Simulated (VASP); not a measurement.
Given:

```xyz
5
Lattice="4.2454 0.0000 0.0000 0.0000 4.2454 0.0000 0.0000 0.0000 4.2454" Properties=species:S:1:pos:R:3 pbc="T T T"
Ba     0.0000     0.0000     0.0000
Hf     2.1227     2.1227     2.1227
O      2.1227     0.0000     2.1227
O      0.0000     2.1227     2.1227
O      2.1227     2.1227     0.0000
```

All values below come from vdW-DF-cx, VASP's PBE PAW potentials (set 64) (plane waves; VASP 6.6.1). Run with 520 eV cut-off, 5×5×5 Γ-centred mesh, Gaussian smearing of 0.050 eV, potentials Ba_sv Hf_pv O.

Question: Predict the energy per atom (σ→0), pressure.

Answer: 
- energy per atom (σ→0): -7.005 eV/atom
- pressure: -8.77 GPa

Only differences to runs with the same potentials and settings are physical.

The compound is BaHfO3 in the cubic perovskite structure. This cell is one point of a volume scan, at 1.06 of the reference volume.
